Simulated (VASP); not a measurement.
A run of VASP 6.6.1 is set up as follows.

INCAR

```
SYSTEM = NiMoIrPdW
PREC = Accurate
ENCUT = 600
EDIFF = 1E-6
ISMEAR = -1
SIGMA = 0.05
LREAL = .False.
LASPH = .True.
NELM = 100
ALGO = Fast
ISIF = 3
LWAVE = .False.
LCHARG = .False.
ISPIN = 2
MAGMOM = 1 1 0 0.6 0
LORBIT = 11
LMAXMIX = 4
GGA = PE
IVDW = 1
IBRION = 2
NSW = 60
EDIFFG = -0.005
KPAR = 4
```

KPOINTS

```
regular mesh
0
Gamma
  11 11 3
  0 0 0
```

POSCAR

```
NiMoIrPdW
1.0
    2.7607800000      0.0000000000      0.0000000000
   -1.3803900000      2.3909000000      0.0000000000
    0.0000000000      0.0000000000     11.3405100000
Ni Mo Pd Ir W
1 1 1 1 1
Direct
    0.0000000000      0.0000000000      0.7091700000
    0.6666700000      0.3333300000      0.2942500000
    0.6666700000      0.3333300000      0.8990100000
    0.0000000000      0.0000000000      0.1060400000
    0.6666700000      0.3333300000      0.5292100000
```

Potentials or basis: VASP PAW PBE potentials, release 64 (Ni, Mo_sv, Pd, Ir, W_sv).

Command:

```console
$ cat potpaw_PBE.64/Ni/POTCAR potpaw_PBE.64/Mo_sv/POTCAR potpaw_PBE.64/Pd/POTCAR potpaw_PBE.64/Ir/POTCAR potpaw_PBE.64/W_sv/POTCAR > POTCAR
$ mpirun -np 4 vasp_std > vasp.out
```

(1) Estimate the dispersion energy per atom.

(2) Estimate the net moment.

## Answers

(1) -1.044 eV.

(2) 0.00 μB per cell.

Caveat: atom-pairwise D2, TS and ULG terms overbind metals.
